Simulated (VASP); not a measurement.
All values below come from vdW-DF2, VASP's PBE PAW potentials (set 64) (plane waves; VASP).

Input for VASP

**KPOINTS**
```
kpoints
0
Gamma
14 14 8
0 0 0
```

INCAR:
```
AGGAC=0.0
ALGO=Normal
EDIFF=1E-6
EDIFFG=-0.01
ENCUT=520
GGA=ML
IBRION=2
ISIF=3
ISMEAR=1
LASPH=.TRUE.
LCHARG=.FALSE.
LMAXMIX=4
LREAL=.FALSE.
LUSE_VDW=.TRUE.
LWAVE=.FALSE.
NELM=100
NSW=60
PREC=Accurate
SIGMA=0.1
SYSTEM=Tc
ZAB_VDW=-1.8867
```

POSCAR:
```
Tc
1.0
  1.3700000000  -2.3729100000   0.0000000000
  1.3700000000   2.3729100000   0.0000000000
  0.0000000000   0.0000000000   4.3900000000
Tc
2
Cart
  1.3700000000   0.7909715819   1.0975000000
  1.3700000000  -0.7909715819   3.2925000000
```

POTCAR, in this order: Tc_pv (PBE.64 set). Program: vasp_std.

Output

File OSZICAR:
```
       N       E                     dE             d eps       ncg     rms          rms(c)
DAV:   1     0.320846660122E+03    0.32085E+03   -0.17021E+04  4104   0.162E+03
DAV:   2    -0.491467834482E+01   -0.32576E+03   -0.32260E+03  4470   0.455E+02
DAV:   3    -0.130526142267E+02   -0.81379E+01   -0.79311E+01  4873   0.823E+01
DAV:   4    -0.131504824225E+02   -0.97868E-01   -0.95318E-01  4414   0.828E+00
DAV:   5    -0.131514600716E+02   -0.97765E-03   -0.97758E-03  4572   0.771E-01    0.215E+01
DAV:   6    -0.122168448597E+02    0.93462E+00   -0.22720E+00  4309   0.153E+01    0.709E+00
DAV:   7    -0.121157296086E+02    0.10112E+00   -0.39624E-01  4598   0.602E+00    0.102E+00
DAV:   8    -0.121119515299E+02    0.37781E-02   -0.15239E-02  4140   0.124E+00    0.132E-01
DAV:   9    -0.121118338198E+02    0.11771E-03   -0.11432E-04  4610   0.986E-02    0.527E-02
DAV:  10    -0.121118203490E+02    0.13471E-04   -0.59655E-05  4135   0.959E-02    0.428E-03
DAV:  11    -0.121118214417E+02   -0.10927E-05   -0.10353E-06  2398   0.110E-02    0.163E-03
DAV:  12    -0.121118221296E+02   -0.68785E-06   -0.22898E-07  2051   0.430E-03
   1 F= -.12111822E+02 E0= -.12111697E+02  d E =-.121118E+02
       N       E                     dE             d eps       ncg     rms          rms(c)
DAV:   1    -0.442068597599E+02   -0.32095E+02   -0.96996E+02  4385   0.404E+02    0.364E+01
DAV:   2    -0.108766718281E+02    0.33330E+02   -0.11578E+02  4136   0.951E+01    0.122E+01
DAV:   3    -0.108823247316E+02   -0.56529E-02   -0.66957E+00  4914   0.212E+01    0.361E+00
DAV:   4    -0.112101173392E+02   -0.32779E+00   -0.16250E-01  4225   0.291E+00    0.243E+00
DAV:   5    -0.113712487282E+02   -0.16113E+00   -0.11990E-01  4257   0.286E+00    0.686E-01
DAV:   6    -0.113729713158E+02   -0.17226E-02   -0.44135E-03  4720   0.481E-01    0.115E-01
DAV:   7    -0.113730896064E+02   -0.11829E-03   -0.51189E-04  4296   0.167E-01    0.993E-03
DAV:   8    -0.113731021986E+02   -0.12592E-04   -0.12644E-05  4758   0.231E-02    0.159E-02
DAV:   9    -0.113731040809E+02   -0.18823E-05   -0.39199E-06  4066   0.165E-02    0.249E-03
DAV:  10    -0.113731043463E+02   -0.26538E-06   -0.22420E-07  2060   0.330E-03
   2 F= -.11373104E+02 E0= -.11372825E+02  d E =0.738718E+00
       N       E                     dE             d eps       ncg     rms          rms(c)
DAV:   1    -0.282213258324E+02   -0.16848E+02   -0.40149E+02  4158   0.211E+02    0.449E+01
DAV:   2    -0.126590298356E+02    0.15562E+02   -0.45620E+01  4123   0.742E+01    0.777E+00
DAV:   3    -0.119752539131E+02    0.68378E+00   -0.52378E+00  4580   0.208E+01    0.873E+00
DAV:   4    -0.122246776269E+02   -0.24942E+00   -0.16137E-01  4247   0.329E+00    0.203E+00
DAV:   5    -0.122639119945E+02   -0.39234E-01   -0.89950E-02  4630   0.261E+00    0.164E-01
DAV:   6    -0.122644255503E+02   -0.51356E-03   -0.19261E-03  4274   0.401E-01    0.126E-01
DAV:   7    -0.122644244285E+02    0.11218E-05   -0.35403E-05  4635   0.489E-02    0.675E-03
DAV:   8    -0.122644276180E+02   -0.31895E-05   -0.12650E-06  2550   0.996E-03    0.155E-03
DAV:   9    -0.122644282560E+02   -0.63799E-06   -0.37210E-07  2063   0.675E-03
   3 F= -.12264428E+02 E0= -.12264155E+02  d E =-.152606E+00
       N       E                     dE             d eps       ncg     rms          rms(c)
DAV:   1    -0.122768305356E+02   -0.12403E-01   -0.31643E-01  4263   0.663E+00    0.106E+00
DAV:   2    -0.122654601333E+02    0.11370E-01   -0.36118E-02  4285   0.192E+00    0.154E-01
DAV:   3    -0.122651605038E+02    0.29963E-03   -0.31846E-03  4547   0.511E-01    0.163E-01
DAV:   4    -0.122653738212E+02   -0.21332E-03   -0.14081E-04  4174   0.948E-02    0.104E-02
DAV:   5    -0.122653856181E+02   -0.11797E-04   -0.36825E-05  4530   0.535E-02    0.768E-03
DAV:   6    -0.122653857044E+02   -0.86325E-07   -0.37353E-06  4051   0.183E-02
   4 F= -.12265386E+02 E0= -.12265119E+02  d E =-.153564E+00
       N       E                     dE             d eps       ncg     rms          rms(c)
DAV:   1    -0.122662505335E+02   -0.86492E-03   -0.24085E-02  4279   0.183E+00    0.291E-01
DAV:   2    -0.122653872911E+02    0.86324E-03   -0.27286E-03  4302   0.528E-01    0.423E-02
DAV:   3    -0.122653648343E+02    0.22457E-04   -0.24460E-04  4538   0.142E-01    0.446E-02
DAV:   4    -0.122653851668E+02   -0.20333E-04   -0.10857E-05  4182   0.262E-02    0.305E-03
DAV:   5    -0.122653864982E+02   -0.13314E-05   -0.28687E-06  3771   0.151E-02    0.230E-03
DAV:   6    -0.122653865117E+02   -0.13466E-07   -0.30225E-07  2046   0.535E-03
   5 F= -.12265387E+02 E0= -.12265121E+02  d E =-.153564E+00
       N       E                     dE             d eps       ncg     rms          rms(c)
DAV:   1    -0.122666508224E+02   -0.12643E-02   -0.57036E-02  4088   0.206E+00    0.205E-01
DAV:   2    -0.122656891346E+02    0.96169E-03   -0.16535E-03  4427   0.346E-01    0.858E-02
DAV:   3    -0.122654872022E+02    0.20193E-03   -0.69596E-04  4802   0.178E-01    0.123E-02
DAV:   4    -0.122654866977E+02    0.50450E-06   -0.15409E-05  4131   0.411E-02    0.393E-03
DAV:   5    -0.122654860436E+02    0.65412E-06   -0.93984E-07  2207   0.706E-03
   6 F= -.12265486E+02 E0= -.12265197E+02  d E =-.995319E-04
       N       E                     dE             d eps       ncg     rms          rms(c)
DAV:   1    -0.122654860394E+02    0.65837E-06   -0.14869E-06  2046   0.109E-02    0.100E-03
DAV:   2    -0.122654859810E+02    0.58322E-07   -0.13062E-07  2046   0.350E-03
   7 F= -.12265486E+02 E0= -.12265197E+02  d E =-.994694E-04
       N       E                     dE             d eps       ncg     rms          rms(c)
DAV:   1    -0.122675440181E+02   -0.20580E-02   -0.58512E-02  4279   0.286E+00    0.450E-01
DAV:   2    -0.122654675118E+02    0.20765E-02   -0.66250E-03  4292   0.821E-01    0.655E-02
DAV:   3    -0.122654079767E+02    0.59535E-04   -0.59509E-04  4512   0.221E-01    0.687E-02
DAV:   4    -0.122654342311E+02   -0.26254E-04   -0.26748E-05  4174   0.410E-02    0.517E-03
DAV:   5    -0.122654345032E+02   -0.27206E-06   -0.72235E-06  4409   0.240E-02
   8 F= -.12265435E+02 E0= -.12265143E+02  d E =0.514779E-04
       N       E                     dE             d eps       ncg     rms          rms(c)
DAV:   1    -0.122665107147E+02   -0.10765E-02   -0.27957E-02  4271   0.198E+00    0.314E-01
DAV:   2    -0.122655010242E+02    0.10097E-02   -0.31929E-03  4284   0.571E-01    0.458E-02
DAV:   3    -0.122654748101E+02    0.26214E-04   -0.28577E-04  4520   0.153E-01    0.483E-02
DAV:   4    -0.122654981684E+02   -0.23358E-04   -0.12722E-05  4175   0.284E-02    0.328E-03
DAV:   5    -0.122654996832E+02   -0.15148E-05   -0.33854E-06  3993   0.164E-02    0.247E-03
DAV:   6    -0.122654997097E+02   -0.26570E-07   -0.31090E-07  2046   0.542E-03
   9 F= -.12265500E+02 E0= -.12265210E+02  d E =-.137287E-04
```

### OUTCAR
```
------------------------ aborting loop because EDIFF is reached ----------------------------------------
  FORCE on cell =-STRESS in cart. coord.  units (eV):
  Direction    XX          YY          ZZ          XY          YZ          ZX
  --------------------------------------------------------------------------------------
  Total        0.0016329      0.0016329      0.0055744      0.0000000      0.0000000      0.0000000
  in kB        0.0848945      0.0848946      0.2898193      0.0000000      0.0000000      0.0000000
  external PRESSURE =       0.1532028 kB  Pullay stress =       0.0000000 kB
  volume of cell :       30.82
      direct lattice vectors                 reciprocal lattice vectors
     1.406825578 -2.436693805  0.000000000     0.355410086 -0.205196073 -0.000000000
     1.406825578  2.436693805  0.000000000     0.355410086  0.205196073 -0.000000000
     0.000000000 -0.000000000  4.494768584    -0.000000000  0.000000000  0.222480864
 POSITION                                       TOTAL-FORCE (eV/Angst)
 -----------------------------------------------------------------------------------
      1.40683      0.81223      1.12369         0.000000      0.000000      0.000000
      1.40683     -0.81223      3.37108        -0.000000     -0.000000      0.000000
 -----------------------------------------------------------------------------------
    total drift:                               -0.000033      0.000655     -0.000044
  FREE ENERGIE OF THE ION-ELECTRON SYSTEM (eV)
  ---------------------------------------------------
  free  energy   TOTEN  =       -12.2654997097 eV

  energy  without entropy=      -12.2646310759  energy(sigma->0) =      -12.26521017

 reached required accuracy - stopping structural energy minimisation
```
(Selected blocks of OUTCAR.)

**CONTCAR**
```
Tc
   1.00000000000000
     1.4068255784273480   -2.4366938046956883    0.0000000000000000
     1.4068255784273480    2.4366938046956883    0.0000000000000000
     0.0000000000000000   -0.0000000000000000    4.4947685844772138
  Tc
     2
Direct
     0.3333330000000032    0.6666669999999968    0.2500000000000000
     0.6666669999999968    0.3333330000000032    0.7500000000000000
```

Energy and stress use the plane-wave basis of the starting cell.

The compound is Tc in the hcp structure. This run relaxes it. Symmetry was kept, so distortions that lower it aren't found.
